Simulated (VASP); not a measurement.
Computed with HSE06 screened hybrid, VASP's PBE PAW potentials (set 64) (plane waves; VASP).

A VASP calculation is set up with these files.

**INCAR**
```
! general
SYSTEM   = B32N31
PREC     = Normal
ENCUT    = 400   ! plane-wave cut-off (eV)
LREAL    = Auto   ! projection in real space or not
LASPH    = T
ISYM     = 0
NELECT   = 252.0

! electronic loop
EDIFF    = 1E-5
NELM     = 50
NELMIN   = 4
ALGO     = Normal   ! blocked Davidson

! smearing
ISMEAR   = 0
SIGMA    = 0.05   ! width (eV)

! functional
GGA      = PE   ! PBE
LHFCALC  = T
AEXX     = 0.25
HFSCREEN = 0.2   ! 1/Angstrom
PRECFOCK = Fast

! spin
ISPIN    = 2
MAGMOM   = 63*0.0317
NUPDOWN  = 2

! ions
ISIF     = 0

! output
LWAVE    = F
LCHARG   = F
LORBIT   = 10
```

### KPOINTS
```
Automatic mesh
0
Gamma
1 1 1
0 0 0
```

POSCAR:
```
B32N31
1
    7.2488848259     0.0000000000     0.0000000000
    0.0000000000     7.2488848259     0.0000000000
    0.0000000000     0.0000000000     7.2488848259
B N
32 31
Direct
  0.4991164958   0.9999246027   0.9997248401
  0.7500916494   0.2514935794   0.0002460971
  0.7500706348   0.0003937744   0.2512381823
  0.9991447305   0.9985921202   0.9983193050
  0.2507252690   0.2502671521   0.9976087019
  0.5005343551   0.4979230430   0.0003201839
  0.7513967171   0.7495374420   0.9996863203
  0.2507250362   0.9978325078   0.2501014523
  0.4872582215   0.2556856615   0.2555595471
  0.7633753898   0.4934885151   0.2556267996
  0.5004666407   0.0004927448   0.4977744346
  0.7632474564   0.2559467435   0.4930928083
  0.7513140363   0.9999818653   0.7492411772
  0.9997525808   0.4991761233   0.9975915372
  0.2513231098   0.7509098917   0.9983884245
  0.0018681199   0.2497108683   0.2494606825
  0.2487247880   0.4997349209   0.2496115910
  0.5004732427   0.7490095778   0.2513126337
  0.9996894264   0.9978542327   0.4990012918
  0.2486925572   0.2497908909   0.4995583103
  0.4870333360   0.4939867125   0.4937979009
  0.7500307070   0.7490324520   0.4977403654
  0.2512675425   0.9986146208   0.7507014768
  0.5004333749   0.2514722173   0.7488092569
  0.7500285615   0.4979292917   0.7487632265
  0.9998058111   0.7516441252   0.2500662696
  0.0017806704   0.4997100668   0.4995133144
  0.2506961453   0.7517269631   0.4990619335
  0.9997239428   0.2502628192   0.7514243027
  0.2507283898   0.4992070297   0.7515587037
  0.4991164899   0.7495777228   0.7493815425
  0.9991578830   0.7509037722   0.7506400641
  0.6242962379   0.1301017608   0.1299123347
  0.8780095014   0.3736532307   0.1243599751
  0.8779626065   0.1245853584   0.3733612028
  0.1262616606   0.1236909067   0.1234742535
  0.3726312294   0.3758070226   0.1244647101
  0.6262277450   0.6192626599   0.1299712998
  0.8744481070   0.8751616273   0.1246522453
  0.3725934344   0.1246558442   0.3756436369
  0.8779543121   0.6248764848   0.3756027303
  0.6261731158   0.1301899128   0.6190196977
  0.8778909103   0.3758381169   0.6245888578
  0.8743639490   0.1249163763   0.8749529063
  0.1243025742   0.6257371102   0.1235083961
  0.3760508398   0.8742157553   0.1247308199
  0.1252770666   0.3747654039   0.3745511019
  0.3725232851   0.6249550021   0.3735165269
  0.6252608103   0.8747180133   0.3745530254
  0.1242435752   0.1237209615   0.6255387105
  0.3725412210   0.3737241259   0.6247476997
  0.6242527323   0.6193451569   0.6191125947
  0.8743587783   0.8742532420   0.6243165159
  0.3760625035   0.1249051743   0.8740202569
  0.6252558958   0.3747072127   0.8745338912
  0.8744067686   0.6245395380   0.8739687170
  0.1252361373   0.8747443651   0.3746033181
  0.1262260282   0.6257685017   0.6255748951
  0.3760757539   0.8752749869   0.6244086862
  0.1252139541   0.3747786733   0.8745270179
  0.3761301001   0.6245581270   0.8750963485
  0.6252441431   0.8747307464   0.8745133245
  0.1252287117   0.8747205512   0.8744866257
```

POTCAR, in this order: B N (PBE.64 set). Program: vasp_gam. Read from the step before: WAVECAR.

Output

OUTCAR:
```
 ion  position               nearest neighbor table
   1  0.499  1.000  1.000-  54 1.56  46 1.56  62 1.58  33 1.61
   2  0.750  0.251  0.000-  55 1.56  34 1.57  44 1.57  33 1.58
   3  0.750  0.000  0.251-  49 1.56  35 1.57  39 1.57  33 1.58
   4  0.999  0.999  0.998-  63 1.56  39 1.57  44 1.57  36 1.58
   5  0.251  0.250  0.998-  60 1.56  54 1.57  37 1.57  36 1.58
   6  0.501  0.498  0.000-  55 1.56  37 1.57  61 1.57  38 1.58
   7  0.751  0.750  1.000-  39 1.56  56 1.56  62 1.58  38 1.61
   8  0.251  0.998  0.250-  57 1.56  40 1.57  46 1.57  36 1.58
   9  0.487  0.256  0.256-  40 1.53  37 1.53  33 1.63
  10  0.763  0.493  0.256-  34 1.53  41 1.53  38 1.63
  11  0.500  0.000  0.498-  49 1.56  40 1.57  59 1.57  42 1.58
  12  0.763  0.256  0.493-  35 1.53  43 1.53  42 1.63
  13  0.751  1.000  0.749-  44 1.56  53 1.56  62 1.58  42 1.61
  14  1.000  0.499  0.998-  60 1.56  34 1.57  56 1.57  45 1.58
  15  0.251  0.751  0.998-  63 1.56  46 1.57  61 1.57  45 1.58
  16  0.002  0.250  0.249-  34 1.56  35 1.56  47 1.56  36 1.58
  17  0.249  0.500  0.250-  48 1.56  37 1.56  47 1.56  45 1.58
  18  0.500  0.749  0.251-  49 1.56  48 1.57  46 1.57  38 1.58
  19  1.000  0.998  0.499-  57 1.56  35 1.57  53 1.57  50 1.58
  20  0.249  0.250  0.500-  40 1.56  51 1.56  47 1.56  50 1.58
  21  0.487  0.494  0.494-  51 1.53  48 1.53  52 1.62
  22  0.750  0.749  0.498-  49 1.56  41 1.57  53 1.57  52 1.58
  23  0.251  0.999  0.751-  63 1.56  54 1.57  59 1.57  50 1.58
  24  0.500  0.251  0.749-  55 1.56  51 1.57  54 1.57  42 1.58
  25  0.750  0.498  0.749-  55 1.56  43 1.57  56 1.57  52 1.58
  26  1.000  0.752  0.250-  57 1.56  41 1.57  39 1.57  45 1.58
  27  0.002  0.500  0.500-  43 1.56  41 1.56  47 1.56  58 1.58
  28  0.251  0.752  0.499-  57 1.56  48 1.57  59 1.57  58 1.58
  29  1.000  0.250  0.751-  60 1.56  44 1.57  43 1.57  50 1.58
  30  0.251  0.499  0.752-  60 1.56  51 1.57  61 1.57  58 1.58
  31  0.499  0.750  0.749-  59 1.56  61 1.56  62 1.58  52 1.61
  32  0.999  0.751  0.751-  63 1.56  56 1.57  53 1.57  58 1.58
  33  0.624  0.130  0.130-   3 1.58   2 1.58   1 1.61   9 1.63
  34  0.878  0.374  0.124-  10 1.53  16 1.56  14 1.57   2 1.57
  35  0.878  0.125  0.373-  12 1.53  16 1.56  19 1.57   3 1.57
  36  0.126  0.124  0.123-  16 1.58   5 1.58   8 1.58   4 1.58
  37  0.373  0.376  0.124-   9 1.53  17 1.56   6 1.57   5 1.57
  38  0.626  0.619  0.130-   6 1.58  18 1.58   7 1.61  10 1.63
  39  0.874  0.875  0.125-   7 1.56  26 1.57   4 1.57   3 1.57
  40  0.373  0.125  0.376-   9 1.53  20 1.56  11 1.57   8 1.57
  41  0.878  0.625  0.376-  10 1.53  27 1.56  26 1.57  22 1.57
  42  0.626  0.130  0.619-  11 1.58  24 1.58  13 1.61  12 1.63
  43  0.878  0.376  0.625-  12 1.53  27 1.56  25 1.57  29 1.57
  44  0.874  0.125  0.875-  13 1.56  29 1.57   4 1.57   2 1.57
  45  0.124  0.626  0.124-  17 1.58  26 1.58  14 1.58  15 1.58
  46  0.376  0.874  0.125-   1 1.56   8 1.57  15 1.57  18 1.57
  47  0.125  0.375  0.375-  17 1.56  20 1.56  27 1.56  16 1.56
  48  0.373  0.625  0.374-  21 1.53  17 1.56  28 1.57  18 1.57
  49  0.625  0.875  0.375-  22 1.56  18 1.56  11 1.56   3 1.56
  50  0.124  0.124  0.626-  20 1.58  29 1.58  19 1.58  23 1.58
  51  0.373  0.374  0.625-  21 1.53  20 1.56  30 1.57  24 1.57
  52  0.624  0.619  0.619-  22 1.58  25 1.58  31 1.61  21 1.62
  53  0.874  0.874  0.624-  13 1.56  19 1.57  32 1.57  22 1.57
  54  0.376  0.125  0.874-   1 1.56   5 1.57  23 1.57  24 1.57
  55  0.625  0.375  0.875-   6 1.56   2 1.56  25 1.56  24 1.56
  56  0.874  0.625  0.874-   7 1.56  14 1.57  32 1.57  25 1.57
  57  0.125  0.875  0.375-  28 1.56  19 1.56  26 1.56   8 1.56
  58  0.126  0.626  0.626-  27 1.58  28 1.58  30 1.58  32 1.58
  59  0.376  0.875  0.624-  31 1.56  28 1.57  23 1.57  11 1.57
  60  0.125  0.375  0.875-  30 1.56  14 1.56   5 1.56  29 1.56
  61  0.376  0.625  0.875-  31 1.56  30 1.57  15 1.57   6 1.57
  62  0.625  0.875  0.875-  31 1.58   7 1.58   1 1.58  13 1.58
  63  0.125  0.875  0.874-  23 1.56  32 1.56   4 1.56  15 1.56
 Subroutine IBZKPT returns following result:
 Found      1 irreducible k-points:

 Following reciprocal coordinates:
            Coordinates               Weight
  0.000000  0.000000  0.000000      1.000000
 Subroutine IBZKPT_HF returns following result:
   k-points           NKPTS =      1   k-points in BZ     NKDIM =      1   number of bands    NBANDS=    159
   number of dos      NEDOS =    301   number of ions     NIONS =     63
   total plane-waves  NPLWV =  46656
   dimension x,y,z NGX =    36 NGY =   36 NGZ =   36
...
```

OSZICAR:
```
       N       E                     dE             d eps       ncg     rms          rms(c)
DAV:   1    -0.620638828883E+03   -0.62064E+03   -0.77292E+00   636   0.832E+00    0.264E+00
DAV:   2    -0.620670836178E+03   -0.32007E-01   -0.11324E-01   736   0.818E-01    0.171E+00
DAV:   3    -0.620650967708E+03    0.19868E-01   -0.11567E-02   736   0.291E-01    0.957E-01
DAV:   4    -0.620645688068E+03    0.52796E-02   -0.66229E-03   728   0.196E-01    0.537E-01
DAV:   5    -0.620644383077E+03    0.13050E-02   -0.13058E-03   744   0.922E-02    0.300E-01
DAV:   6    -0.620643961053E+03    0.42202E-03   -0.29205E-04   721   0.492E-02    0.162E-01
DAV:   7    -0.620643838322E+03    0.12273E-03   -0.93519E-05   706   0.289E-02    0.863E-02
DAV:   8    -0.620643803502E+03    0.34820E-04   -0.20160E-05   448   0.145E-02    0.480E-02
DAV:   9    -0.620643793183E+03    0.10319E-04   -0.69880E-06   426   0.897E-03    0.261E-02
DAV:  10    -0.620643790398E+03    0.27847E-05   -0.17434E-06   394   0.420E-03
   1 F= -.62064379E+03 E0= -.62064379E+03  d E =-.140547E-12  mag=     2.0000
```

File OUTCAR:
```
------------------------ aborting loop because EDIFF is reached ----------------------------------------
  volume of cell :      380.90
      direct lattice vectors                 reciprocal lattice vectors
     7.248884826  0.000000000  0.000000000     0.137952254  0.000000000  0.000000000
     0.000000000  7.248884826  0.000000000     0.000000000  0.137952254  0.000000000
     0.000000000  0.000000000  7.248884826     0.000000000  0.000000000  0.137952254
  FREE ENERGIE OF THE ION-ELECTRON SYSTEM (eV)
  ---------------------------------------------------
  free  energy   TOTEN  =      -620.6437903983 eV

  energy  without entropy=     -620.6437903983  energy(sigma->0) =     -620.64379040

  exchange ACFDT corr.  =         0.00000000  see jH, gK, PRB 81, 115126

 total charge

# of ion       s       p       d       tot
------------------------------------------
    1        0.669   1.322   0.000   1.991
    2        0.673   1.340   0.000   2.013
    3        0.673   1.340   0.000   2.013
    4        0.674   1.346   0.000   2.020
    5        0.676   1.349   0.000   2.024
    6        0.673   1.340   0.000   2.013
    7        0.669   1.322   0.000   1.991
    8        0.676   1.349   0.000   2.024
    9        0.663   1.238   0.000   1.901
   10        0.663   1.237   0.000   1.901
   11        0.673   1.340   0.000   2.013
   12        0.663   1.236   0.000   1.899
   13        0.669   1.322   0.000   1.991
   14        0.676   1.349   0.000   2.025
   15        0.674   1.346   0.000   2.020
   16        0.677   1.355   0.000   2.032
   17        0.677   1.355   0.000   2.032
   18        0.673   1.340   0.000   2.013
   19        0.676   1.349   0.000   2.025
   20        0.677   1.355   0.000   2.032
   21        0.664   1.239   0.000   1.903
   22        0.673   1.341   0.000   2.013
   23        0.674   1.346   0.000   2.020
   24        0.673   1.340   0.000   2.013
   25        0.673   1.340   0.000   2.013
   26        0.676   1.349   0.000   2.024
   27        0.677   1.355   0.000   2.032
   28        0.676   1.349   0.000   2.025
   29        0.676   1.349   0.000   2.024
   30        0.676   1.349   0.000   2.025
   31        0.669   1.322   0.000   1.991
   32        0.674   1.346   0.000   2.020
   33        1.237   2.661   0.000   3.898
   34        1.233   2.726   0.000   3.959
   35        1.233   2.726   0.000   3.959
   36        1.238   2.706   0.000   3.944
   37        1.233   2.725   0.000   3.958
   38        1.236   2.661   0.000   3.897
   39        1.229   2.720   0.000   3.949
   40        1.233   2.726   0.000   3.959
   41        1.233   2.725   0.000   3.958
   42        1.236   2.661   0.000   3.897
   43        1.233   2.725   0.000   3.958
   44        1.229   2.720   0.000   3.949
   45        1.238   2.706   0.000   3.943
   46        1.229   2.720   0.000   3.949
   47        1.228   2.730   0.000   3.958
   48        1.233   2.726   0.000   3.959
   49        1.227   2.726   0.000   3.953
   50        1.238   2.706   0.000   3.944
   51        1.233   2.726   0.000   3.959
   52        1.236   2.662   0.000   3.898
   53        1.229   2.720   0.000   3.949
   54        1.229   2.720   0.000   3.949
   55        1.227   2.726   0.000   3.953
   56        1.229   2.720   0.000   3.949
   57        1.233   2.725   0.000   3.958
   58        1.238   2.706   0.000   3.944
   59        1.229   2.720   0.000   3.949
   60        1.233   2.725   0.000   3.958
   61        1.229   2.720   0.000   3.949
   62        1.231   2.696   0.000   3.927
   63        1.228   2.726   0.000   3.954
--------------------------------------------------
tot         59.722 126.642   0.000 186.364

 magnetization (x)

# of ion       s       p       d       tot
------------------------------------------
    1        0.000   0.008   0.000   0.008
    2        0.000   0.006   0.000   0.006
    3        0.000   0.006   0.000   0.006
    4        0.000   0.007   0.000   0.007
    5        0.001   0.011   0.000   0.012
    6        0.000   0.006   0.000   0.006
    7        0.000   0.008   0.000   0.008
    8        0.001   0.011   0.000   0.012
    9        0.025   0.100   0.000   0.124
   10        0.025   0.100   0.000   0.126
   11        0.000   0.006   0.000   0.006
   12        0.025   0.100   0.000   0.125
   13        0.000   0.008   0.000   0.008
   14        0.001   0.011   0.000   0.012
   15        0.000   0.007   0.000   0.007
   16        0.001   0.008   0.000   0.009
   17        0.001   0.008   0.000   0.009
   18        0.000   0.006   0.000   0.006
   19        0.001   0.011   0.000   0.012
   20        0.001   0.008   0.000   0.009
   21        0.025   0.102   0.000   0.127
   22        0.000   0.006   0.000   0.006
...
```
(Selected blocks of OUTCAR.)

The cell is charged, with a uniform compensating background. The supercell is sampled at Γ alone, which is coarse: total energies, pressure and levels can be off, energies of defects by several tenths of an eV.

The cell is a supercell with a defect, built from BN (zinc blende): vac_N, charge -1. The cell's shape comes from a PBE relaxation.
